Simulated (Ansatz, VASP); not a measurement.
# Cross-check of CdFe between VASP and Ansatz, part 2 of 2

Wanted: the spread between two codes on one cell, functional and k mesh. The cell is invented: As first built, before any earlier steps moved the atoms (in the runner's words): it takes the MgCd structure with some of its atoms replaced by other elements, volume scaled by an estimate. It may not be a known or stable phase. The cell is taken from a series of runs on this material, whose earlier steps may have relaxed, scaled, displaced or heated it; both programs get it as it stands. Valence electrons are named where the data sets of a main pair hold unlike numbers.

VASP 6.6.1 and Ansatz 0.2.0.

So far. Step 2 (Ansatz: single point, PBE): The run ends at a pressure of 0.35 GPa, with forces up to 0.060 eV/Å.

### 3. VASP: single point, PBE (continued)

Level of this step: PBE, spin-polarised from a ferromagnetic start; plane waves and PAW (Cd_sv_GW, Fe_sv_GW); invented cell (VASP).

Numbers of over 12 decimals in the logs are rounded to 6 here.

From OUTCAR (step 3):

```text
ion  position               nearest neighbor table
   1  0.667  0.333  0.849-
   2  0.333  0.667  0.151-
   3  0.333  0.667  0.592-   4 2.38   4 2.38   4 2.38
   4  0.667  0.333  0.408-   3 2.38   3 2.38   3 2.38

  LATTYP: Found a hexagonal cell.
 ALAT       =     2.9397795890
 C/A-ratio  =     3.0629820992

 Subroutine GETGRP returns: Found 12 space group operations
 (whereof 12 operations were pure point group operations)

The static configuration has the point symmetry D_3d.

 Found     36 irreducible k-points:

   k-points           NKPTS =     36   k-points in BZ     NKDIM =     36   number of bands    NBANDS=     46

   dimension x,y,z NGX =    24 NGY =   24 NGZ =   80
   dimension x,y,z NGXF=    48 NGYF=   48 NGZF=  160

   ENCUT  =  630.0 eV  46.30 Ry    6.80 a.u.   6.02  6.02 18.43*2*pi/ulx,y,z

   NELECT =      72.0000    total number of electrons

 k-points in reciprocal lattice and weights: Automatic mesh
   0.00000000  0.00000000  0.00000000       0.003
   0.10000000  0.00000000  0.00000000       0.020
   0.20000000  0.00000000  0.00000000       0.020
   0.30000000  0.00000000  0.00000000       0.020
   0.40000000  0.00000000  0.00000000       0.020
   0.50000000  0.00000000  0.00000000       0.010
   0.10000000  0.10000000  0.00000000       0.020
   0.20000000  0.10000000  0.00000000       0.040
   0.30000000  0.10000000  0.00000000       0.040
[...]
0.40000000  0.20000000  0.33333333       0.040
   0.30000000  0.30000000  0.33333333       0.040

 average (electrostatic) potential at core
       1 -88.2158       2 -88.2158       3 -82.8630       4 -82.8630

 E-fermi :   7.0205

 spin component 1
 k-point     1 :       0.0000    0.0000    0.0000
  band No.  band energies     occupation
    ...
     36       5.6501      1.00000
     37       5.6501      1.00000
     38       6.4752      0.99998
     39       6.4752      0.99998
     40       7.0027      0.58816
     41       8.7470      0.00000
     42      17.6521      0.00000
     43      17.7056      0.00000
     44      21.2187      0.00000
     45      21.7379      0.00000
    ...

 k-point     2 :       0.1000    0.0000    0.0000
  band No.  band energies     occupation
    ...
     35       5.1539      1.00000
     36       5.6074      1.00000
     37       5.6495      1.00000
     38       6.0370      1.00000
     39       6.4853      0.99998
     40       7.6164      0.00001
     41       8.9270      0.00000
     42      17.8621      0.00000
     43      17.9071      0.00000
     44      19.2725      0.00000
    ...

 k-point     3 :       0.2000    0.0000    0.0000
  band No.  band energies     occupation
    ...
     35       5.3626      1.00000
     36       5.4884      1.00000
     37       5.6847      1.00000
     38       5.7513      1.00000
     39       6.4994      0.99997
     40       8.6552      0.00000
     41       9.4595      0.00000
     42      15.5541      0.00000
     43      17.3998      0.00000
     44      17.9120      0.00000
    ...

 k-point     4 :       0.3000    0.0000    0.0000
  band No.  band energies     occupation
    ...
     35       5.1611      1.00000
     36       5.6014      1.00000
     37       5.7914      1.00000
     38       5.9231      1.00000
     39       6.4973      0.99997
     40       9.9830      0.00000
     41      10.2884      0.00000
     42      12.0023      0.00000
     43      14.0353      0.00000
     44      14.7931      0.00000
    ...

 k-point     5 :       0.4000    0.0000    0.0000
  band No.  band energies     occupation
    ...
     35       5.5872      1.00000
     36       5.8680      1.00000
     37       5.9093      1.00000
     38       6.3413      1.00000
     39       6.4963      0.99997
     40       8.8617      0.00000
     41      10.3505      0.00000
     42      11.1158      0.00000
     43      11.7174      0.00000
     44      13.0590      0.00000
    ...

 k-point     6 :       0.5000    0.0000    0.0000
  band No.  band energies     occupation
    ...
     35       5.7716      1.00000
     36       6.0879      1.00000
     37       6.3232      1.00000
     38       6.5082      0.99996
     39       6.5511      0.99992
     40       7.6916      0.00000
     41       9.2778      0.00000
     42       9.3833      0.00000
     43      12.9168      0.00000
     44      14.1401      0.00000
    ...

  Total       -0.3369145     -0.3369145     -0.2172445      0.0000000      0.0000000      0.0000000
  in kB       -8.0096011     -8.0096018     -5.1646397      0.0000000      0.0000000      0.0000000
  external PRESSURE =      -7.0612809 kB  Pullay stress =       0.0000000 kB

  energy-cutoff  :      630.00
  volume of cell :       67.39
      direct lattice vectors                 reciprocal lattice vectors
     2.939779589  0.000000000  0.000000000     0.340161556  0.196392358  0.000000000
    -1.469889795  2.545923907  0.000000000     0.000000000  0.392784716  0.000000000
     0.000000000  0.000000000  9.004492257     0.000000000  0.000000000  0.111055679

 POSITION                                       TOTAL-FORCE (eV/Angst)
 -----------------------------------------------------------------------------------
      1.46989      0.84864      7.64916         0.000000      0.000000     -0.009353
     -0.00000      1.69728      1.35534        -0.000000     -0.000000      0.009353
     -0.00000      1.69728      5.33506        -0.000000      0.000000      0.062794
      1.46989      0.84864      3.66943         0.000000     -0.000000     -0.062794
 -----------------------------------------------------------------------------------
    total drift:                                0.000000     -0.000000     -0.000000

  FREE ENERGIE OF THE ION-ELECTRON SYSTEM (eV)
  ---------------------------------------------------
  free  energy   TOTEN  =       -19.5357948493 eV

  energy  without entropy=      -19.5086749145  energy(sigma->0) =      -19.52223488

 total charge
# of ion       s       p       d       f       tot
--------------------------------------------------
    1        2.347   6.245   9.110   0.004  17.706
    2        2.347   6.245   9.110   0.004  17.706
    3        2.176   6.254   5.748   0.005  14.182
    4        2.176   6.254   5.748   0.005  14.182
--------------------------------------------------
tot          9.046  24.997  29.716   0.017  63.776

 magnetization (x)
# of ion       s       p       d       f       tot
--------------------------------------------------
    1       -0.011  -0.009   0.005   0.000  -0.014
    2       -0.011  -0.009   0.005   0.000  -0.014
    3        0.001  -0.011   2.621   0.001   2.612
    4        0.001  -0.011   2.621   0.001   2.612
--------------------------------------------------
tot         -0.020  -0.039   5.253   0.002   5.196

[... 6 further parts left out ...]
```

The magnetic state follows from one typed start and may not be the lowest. LASPH is off, so gradient terms of the non-spherical density inside the spheres are left out; for open d or f shells this can shift gaps and moments.

### 4. Differences

Known differences besides the potentials themselves: VASP starts from the moments at which Ansatz ended; the cutoff is 420 eV in Ansatz and 630 eV in VASP; VASP leaves aspherical gradient terms in its spheres out (LASPH is not set), Ansatz keeps them; site moments are counted in spheres of each program's own size. Total energies have different zeros and are not compared.

Both answers:

```tsv
quantity	Ansatz	VASP	difference
pressure (GPa)	0.35	-0.71	+1.05
pressure without Ansatz's Pulay correction (GPa)	0.27	-0.71	+0.98
total moment (μB)	5.17	5.20	-0.02
moment on Fe4 (μB)	2.60	2.61	-0.01
moment on Fe3 (μB)	2.60	2.61	-0.01
```

Forces (eV/Å; atoms numbered as in POSCAR):

```tsv
atom	Ansatz x, y, z	VASP x, y, z
Cd1	0.000, 0.000, -0.003	0.000, 0.000, -0.009
Cd2	0.000, 0.000, 0.003	0.000, 0.000, 0.009
Fe3	0.000, 0.000, 0.060	0.000, 0.000, 0.063
Fe4	0.000, 0.000, -0.060	0.000, 0.000, -0.063
```

The forces differ by 2.9 meV/Å r.m.s., which is 11.1 % of the r.m.s. force of 0.026 eV/Å (both taken over all components). Ansatz's pressure holds a Pulay correction of 0.07 GPa; VASP's holds none.

### 5. What came out

| Quantity | Value |
| --- | --- |
| difference in pressure (single point, PBE) | 1.1 GPa |

What this shows: The difference in pressure is 1.1 GPa (single point, PBE), beyond the 1 GPa picked in this series as the mark of a large difference. What causes the difference of the single point, PBE pair stays open here. Such differences can come from data sets, numerical settings and the points named under the comparisons, not from the functional's error against experiment.

[Lines on the potential files, build, host, timing and source positions are cut from VASP's logs without a mark.]

[Logs are printed without paths, hosts, clocks, repeated set-up lines and the standing remarks that a program may print on its own settings, such as how far it seeks lower states.]

[Hosts, paths, dates, database ids (printed as entryN), source tags and the programs' standing remarks are cut or masked in the printed files.]
